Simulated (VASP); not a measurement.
Input:

```
LiF
1.0
    2.51758     0.00000     0.00000
    0.00000     2.51758     0.00000
    0.00000     0.00000     2.51758
Li F
1 1
Direct
  0.00000   0.00000   0.00000
  0.50000   0.50000   0.50000
```

All values below come from PBEsol GGA, VASP's PBE PAW potentials (set 64) (plane waves; VASP 6.6.1). Settings: 520 eV cut-off, Gaussian smearing of 0.050 eV, potentials Li_sv F.

Give the energies of bands 3 to 6 at the high-symmetry points, in eV from the valence-band maximum.

```json
[
 {"band": "3", "Γ": "-0.73", "X": "-3.95", "M": "-3.52", "R": "-2.44"},
 {"band": "4", "Γ": "-0.73", "X": "-0.30", "M": "-3.52", "R": "-2.44"},
 {"band": "5", "Γ": "-0.73", "X": "-0.30", "M": "0.00", "R": "-2.44"},
 {"band": "6", "Γ": "7.80", "X": "9.22", "M": "13.51", "R": "11.07"}
]
```

The gap is indirect, 7.80 eV, from the valence maximum at M to the conduction minimum at Γ.

The structure was generated: LiF was put into the CsCl type type (Pm-3m), which need not be its known phase. It was relaxed first, which changed the volume by +15 %.
